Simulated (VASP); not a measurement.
Calculation: PBEsol GGA, VASP's PBE PAW potentials (set 64) (plane waves; VASP).

Input for VASP

POSCAR:
```
ReS2
1
    0.0000000000     2.8508501849     2.8508501849
    2.8508501849     0.0000000000     2.8508501849
    2.8508501849     2.8508501849    -0.0000000000
Re S
1 2
Direct
  0.0000000000   0.0000000000   0.0000000000
  0.2500000000   0.2500000000   0.2500000000
  0.7500000000   0.7500000000   0.7500000000
```

INCAR:
```
LREAL  =  .FALSE.   # projection in real space or not
NELM  =  100
ALGO  =  Normal   # blocked Davidson
LASPH  =  .TRUE.
EDIFF  =  1E-7
ENCUT  =  400   # plane-wave cut-off (eV)
LORBIT  =  11
ISMEAR  =  -5
GGA  =  PS   # PBEsol
PREC  =  Accurate
SYSTEM  =  ReS2
LEFG  =  .TRUE.
LWAVE  =  .FALSE.
NEDOS  =  601   # DOS grid
ISIF  =  2   # forces and stress, cell fixed
LCHARG  =  .TRUE.
LMAXMIX  =  6
```

KPOINTS:
```
Automatic
0
Gamma
  10 10 10
0 0 0
```

POTCAR, in this order: Re S (PBE.64 set). Program: vasp_std.

**OSZICAR**
```
...
DAV:  57    -0.224168507977E+02   -0.50343E-04   -0.61795E-05  2292   0.186E-01    0.327E-02
DAV:  58    -0.224168925661E+02   -0.41768E-04   -0.21175E-05  2274   0.928E-02    0.155E-02
DAV:  59    -0.224169058856E+02   -0.13320E-04   -0.13625E-06  1515   0.263E-02    0.119E-02
DAV:  60    -0.224169075616E+02   -0.16760E-05   -0.92146E-06  1186   0.447E-03    0.114E-01
DAV:  61    -0.224168008719E+02    0.10669E-03   -0.28738E-03  2167   0.304E-01    0.620E-02
DAV:  62    -0.224168520971E+02   -0.51225E-04   -0.62203E-05  2282   0.186E-01    0.322E-02
DAV:  63    -0.224168953617E+02   -0.43265E-04   -0.22011E-05  2268   0.949E-02    0.146E-02
DAV:  64    -0.224169078090E+02   -0.12447E-04   -0.25756E-05  1535   0.263E-02    0.114E-01
DAV:  65    -0.224168028348E+02    0.10497E-03   -0.27522E-03  2167   0.294E-01    0.600E-02
DAV:  66    -0.224168529450E+02   -0.50110E-04   -0.55620E-05  2274   0.176E-01    0.318E-02
DAV:  67    -0.224168931452E+02   -0.40200E-04   -0.19239E-05  2276   0.884E-02    0.154E-02
DAV:  68    -0.224169033384E+02   -0.10193E-04   -0.89964E-07  1396   0.203E-02    0.128E-02
DAV:  69    -0.224169015637E+02    0.17747E-05   -0.26118E-08   626   0.477E-03    0.134E-02
DAV:  70    -0.224169050485E+02   -0.34849E-05   -0.55013E-08   626   0.885E-03    0.123E-02
DAV:  71    -0.224168797586E+02    0.25290E-04   -0.36802E-06  2124   0.509E-02    0.201E-02
DAV:  72    -0.224168801582E+02   -0.39962E-06   -0.12422E-07   663   0.323E-03    0.200E-02
DAV:  73    -0.224169041099E+02   -0.23952E-04   -0.39346E-06  2212   0.394E-02    0.123E-02
DAV:  74    -0.224169108530E+02   -0.67431E-05   -0.18815E-04  1504   0.272E-02    0.117E-01
DAV:  75    -0.224167923098E+02    0.11854E-03   -0.37660E-03  2170   0.407E-01    0.761E-02
DAV:  76    -0.224168533273E+02   -0.61017E-04   -0.13359E-04  2279   0.274E-01    0.324E-02
DAV:  77    -0.224169088613E+02   -0.55534E-04   -0.12229E-04  2253   0.123E-01    0.115E-01
DAV:  78    -0.224167928166E+02    0.11604E-03   -0.36638E-03  2199   0.387E-01    0.745E-02
DAV:  79    -0.224168522958E+02   -0.59479E-04   -0.12133E-04  2274   0.263E-01    0.330E-02
DAV:  80    -0.224169064571E+02   -0.54161E-04   -0.33738E-05  2276   0.115E-01    0.112E-02
DAV:  81    -0.224169122568E+02   -0.57997E-05   -0.25797E-04  1812   0.314E-02    0.118E-01
DAV:  82    -0.224167926463E+02    0.11961E-03   -0.37021E-03  2162   0.408E-01    0.749E-02
DAV:  83    -0.224168511617E+02   -0.58515E-04   -0.12142E-04  2287   0.261E-01    0.332E-02
DAV:  84    -0.224169049667E+02   -0.53805E-04   -0.34138E-05  2282   0.115E-01    0.115E-02
DAV:  85    -0.224169105646E+02   -0.55979E-05   -0.17293E-04  1518   0.250E-02    0.117E-01
DAV:  86    -0.224167924627E+02    0.11810E-03   -0.37320E-03  2162   0.403E-01    0.754E-02
DAV:  87    -0.224168491968E+02   -0.56734E-04   -0.12091E-04  2279   0.260E-01    0.339E-02
DAV:  88    -0.224169026082E+02   -0.53411E-04   -0.34449E-05  2287   0.116E-01    0.122E-02
DAV:  89    -0.224169105406E+02   -0.79324E-05   -0.17230E-04  1626   0.291E-02    0.117E-01
DAV:  90    -0.224167926087E+02    0.11793E-03   -0.37022E-03  2162   0.400E-01    0.749E-02
DAV:  91    -0.224168522413E+02   -0.59633E-04   -0.12539E-04  2287   0.265E-01    0.325E-02
DAV:  92    -0.224169055466E+02   -0.53305E-04   -0.33549E-05  2282   0.113E-01    0.113E-02
DAV:  93    -0.224169113566E+02   -0.58101E-05   -0.21285E-04  1569   0.282E-02    0.118E-01
DAV:  94    -0.224167921075E+02    0.11925E-03   -0.38174E-03  2162   0.415E-01    0.765E-02
DAV:  95    -0.224168497502E+02   -0.57643E-04   -0.12924E-04  2279   0.269E-01    0.335E-02
DAV:  96    -0.224169040871E+02   -0.54337E-04   -0.35516E-05  2282   0.117E-01    0.117E-02
DAV:  97    -0.224169109424E+02   -0.68553E-05   -0.19226E-04  1615   0.286E-02    0.117E-01
DAV:  98    -0.224167921753E+02    0.11877E-03   -0.37988E-03  2162   0.411E-01    0.763E-02
DAV:  99    -0.224168497938E+02   -0.57618E-04   -0.12799E-04  2287   0.268E-01    0.335E-02
DAV: 100    -0.224169026932E+02   -0.52899E-04   -0.34139E-05  2287   0.114E-01
   1 F= -.22416903E+02 E0= -.22416903E+02  d E =0.000000E+00
```

**Question.** The electronic loop did not converge. What happens with NELM = 200, ALGO = All, ISMEAR = 0, SIGMA = 0.05?

**Answer.** The run converged.
### OSZICAR
```
...
CGA:  11    -0.223782507235E+02   -0.65709E-01   -0.65740E-01   611   0.478E+00  -0.103E-02
CGA:  12    -0.223971197614E+02   -0.18869E-01   -0.18864E-01   611   0.734E-01  -0.140E-02
CGA:  13    -0.224029100513E+02   -0.57903E-02   -0.57641E-02   611   0.837E-01   0.197E-04
CGA:  14    -0.224128903846E+02   -0.99803E-02   -0.10062E-01   611   0.600E-01   0.284E-02
CGA:  15    -0.224163979649E+02   -0.35076E-02   -0.35591E-02   611   0.943E-02  -0.519E-03
CGA:  16    -0.224176896976E+02   -0.12917E-02   -0.12925E-02   611   0.155E-01  -0.531E-04
CGA:  17    -0.224206976085E+02   -0.30079E-02   -0.30819E-02   611   0.108E-01  -0.827E-03
CGA:  18    -0.224214824707E+02   -0.78486E-03   -0.78193E-03   611   0.453E-02   0.250E-04
CGA:  19    -0.224224124186E+02   -0.92995E-03   -0.92290E-03   611   0.864E-02   0.797E-04
CGA:  20    -0.224235340372E+02   -0.11216E-02   -0.11232E-02   611   0.286E-02   0.111E-03
CGA:  21    -0.224238476043E+02   -0.31357E-03   -0.31316E-03   611   0.189E-02  -0.162E-04
CGA:  22    -0.224243031943E+02   -0.45559E-03   -0.46918E-03   611   0.291E-02  -0.109E-03
CGA:  23    -0.224245676538E+02   -0.26446E-03   -0.26262E-03   611   0.102E-02  -0.532E-05
CGA:  24    -0.224246616986E+02   -0.94045E-04   -0.94273E-04   611   0.543E-03   0.441E-05
CGA:  25    -0.224247603700E+02   -0.98671E-04   -0.98209E-04   611   0.580E-03   0.951E-05
CGA:  26    -0.224248413657E+02   -0.80996E-04   -0.81001E-04   611   0.258E-03   0.398E-05
CGA:  27    -0.224248738290E+02   -0.32463E-04   -0.32448E-04   611   0.157E-03  -0.117E-05
CGA:  28    -0.224249050811E+02   -0.31252E-04   -0.31453E-04   611   0.160E-03  -0.297E-05
CGA:  29    -0.224249308344E+02   -0.25753E-04   -0.25795E-04   611   0.836E-04  -0.164E-05
CGA:  30    -0.224249424396E+02   -0.11605E-04   -0.11609E-04   611   0.464E-04   0.691E-06
CGA:  31    -0.224249517669E+02   -0.93273E-05   -0.92198E-05   611   0.394E-04   0.206E-05
CGA:  32    -0.224249595323E+02   -0.77653E-05   -0.76942E-05   611   0.236E-04   0.189E-05
CGA:  33    -0.224249640762E+02   -0.45440E-05   -0.45395E-05   611   0.146E-04   0.170E-06
CGA:  34    -0.224249676603E+02   -0.35841E-05   -0.36718E-05   611   0.139E-04  -0.932E-06
CGA:  35    -0.224249705810E+02   -0.29207E-05   -0.29686E-05   611   0.108E-04  -0.751E-06
CGA:  36    -0.224249727168E+02   -0.21358E-05   -0.21283E-05   611   0.764E-05   0.206E-06
CGA:  37    -0.224249743156E+02   -0.15988E-05   -0.15801E-05   611   0.507E-05   0.688E-06
CGA:  38    -0.224249756058E+02   -0.12902E-05   -0.12677E-05   611   0.370E-05   0.445E-06
CGA:  39    -0.224249766523E+02   -0.10464E-05   -0.10580E-05   611   0.288E-05  -0.135E-06
CGA:  40    -0.224249773971E+02   -0.74488E-06   -0.78071E-06   611   0.271E-05  -0.405E-06
CGA:  41    -0.224249780250E+02   -0.62791E-06   -0.64848E-06   611   0.252E-05  -0.260E-06
CGA:  42    -0.224249785578E+02   -0.53275E-06   -0.53051E-06   611   0.160E-05   0.733E-07
CGA:  43    -0.224249788895E+02   -0.33170E-06   -0.33358E-06   611   0.901E-06   0.171E-06
CGA:  44    -0.224249791305E+02   -0.24106E-06   -0.23819E-06   611   0.632E-06   0.850E-07
CGA:  45    -0.224249793487E+02   -0.21817E-06   -0.23313E-06   611   0.606E-06  -0.114E-06
CGA:  46    -0.224249794904E+02   -0.14172E-06   -0.15259E-06   611   0.589E-06  -0.149E-06
SDA:  47    -0.224249796004E+02   -0.11000E-06   -0.10993E-06   611   0.456E-06  -0.435E-07
CGA:  48    -0.224249797186E+02   -0.11818E-06   -0.11613E-06   611   0.945E-07   0.112E-06
SDA:  49    -0.224249797502E+02   -0.31554E-07   -0.31002E-07   611   0.674E-07   0.298E-07
   1 F= -.22424980E+02 E0= -.22423403E+02  d E =-.315365E-02
```

The structure was generated: ReS2 was put into the fluorite type (Fm-3m), which need not be its known phase. The electron count is odd and the run is not spin-polarised, which forces a metal.
